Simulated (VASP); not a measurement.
OSZICAR of a VASP run on Ni$_{3}$Al (L1_2):

File OSZICAR:
```
       N       E                     dE             d eps       ncg     rms          rms(c)
DAV:   1     0.171775130268E+03    0.17178E+03   -0.15155E+04  2808   0.216E+03
DAV:   2    -0.410726634219E+02   -0.21285E+03   -0.20597E+03  2804   0.380E+02
DAV:   3    -0.521569930483E+02   -0.11084E+02   -0.10174E+02  3012   0.116E+02
DAV:   4    -0.524308845067E+02   -0.27389E+00   -0.27021E+00  3184   0.167E+01
DAV:   5    -0.524389461067E+02   -0.80616E-02   -0.80595E-02  3420   0.266E+00    0.199E+01
DAV:   6    -0.503959432662E+02    0.20430E+01   -0.90313E+01  2984   0.162E+02    0.235E+01
DAV:   7    -0.442324008443E+02    0.61635E+01   -0.22346E+01  3076   0.804E+01    0.263E+00
DAV:   8    -0.442931749585E+02   -0.60774E-01   -0.89417E-01  3264   0.116E+01    0.261E+00
DAV:   9    -0.442722133388E+02    0.20962E-01   -0.22420E-01  3080   0.727E+00    0.104E+00
DAV:  10    -0.442792102233E+02   -0.69969E-02   -0.28086E-02  3428   0.215E+00    0.466E-01
DAV:  11    -0.442793792281E+02   -0.16900E-03   -0.38523E-03  3376   0.110E+00    0.343E-01
DAV:  12    -0.442797234783E+02   -0.34425E-03   -0.19169E-03  3396   0.707E-01    0.644E-02
DAV:  13    -0.442797387777E+02   -0.15299E-04   -0.12935E-04  3184   0.186E-01    0.311E-02
DAV:  14    -0.442797460888E+02   -0.73111E-05   -0.24705E-05  3128   0.620E-02    0.144E-02
DAV:  15    -0.442797497172E+02   -0.36284E-05   -0.60588E-06  3440   0.300E-02    0.457E-03
DAV:  16    -0.442797493430E+02    0.37424E-06   -0.77730E-07  3052   0.110E-02    0.340E-03
DAV:  17    -0.442797492539E+02    0.89073E-07   -0.67838E-08  1612   0.324E-03
   1 F= -.44279749E+02 E0= -.44280458E+02  d E =0.212515E-02  mag=     0.9238
```

Problem. Which electronic solver shows in the log?

Solution. It is blocked Davidson (ALGO = Normal, or the opening steps of other solvers). The INCAR had ALGO = Normal.

Problem. How was spin treated?

Solution. Collinear spin (ISPIN = 2): the summary line carries one mag value, 0.92 μB in the cell.

Problem. Can the final energy be trusted as converged?

Solution. Self-consistency was reached. It stopped with EDIFF = 1E-7, NELM = 100 (r2SCAN meta-GGA, plane waves, VASP's PBE PAW potentials (set 64)).

The compound is Ni3Al in the L1_2 structure. This cell is one point of a volume scan, at 1.03 of the reference volume.
